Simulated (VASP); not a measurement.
Given:

```xyz
4
Lattice="1.5058 -2.6080 0.0000 1.5058 2.6080 0.0000 0.0000 0.0000 9.9391" Properties=species:S:1:pos:R:3 pbc="T T T"
La     0.0000     0.0000     4.9696
La     0.0000     0.0000     0.0000
La     1.5058     0.8693     2.4848
La     1.5058    -0.8693     7.4544
```

Method: PBE GGA, VASP's PBE PAW potentials (set 64) (plane waves; VASP). Settings: 500 eV cut-off, 12×12×3 Γ-centred mesh, first-order Methfessel-Paxton smearing of 0.10 eV, potentials La.

Q: The ions, cell shape and volume at an external pressure of 45.0 GPa are relaxed. What does this cell relax into?

A: 
```xyz
4
Lattice="1.5184 -2.6299 0.0000 1.5184 2.6299 0.0000 0.0000 0.0000 9.8279" Properties=species:S:1:pos:R:3 pbc="T T T"
La     0.0000     0.0000     4.9140
La     0.0000     0.0000     9.8279
La     1.5184     0.8766     2.4570
La     1.5184    -0.8766     7.3709
```
Space group P6_3/mmc (194), at a tolerance of 0.03 Å.

Q: How do energy and volume change from the first to the last step?

A: The energy (σ→0) changes by -33.1 meV/atom and the volume by +0.5 %, in 8 ionic steps.

The compound is La in the dhcp structure. This run relaxes it under an external pressure of 45 GPa. Symmetry was kept, so distortions that lower it aren't found.
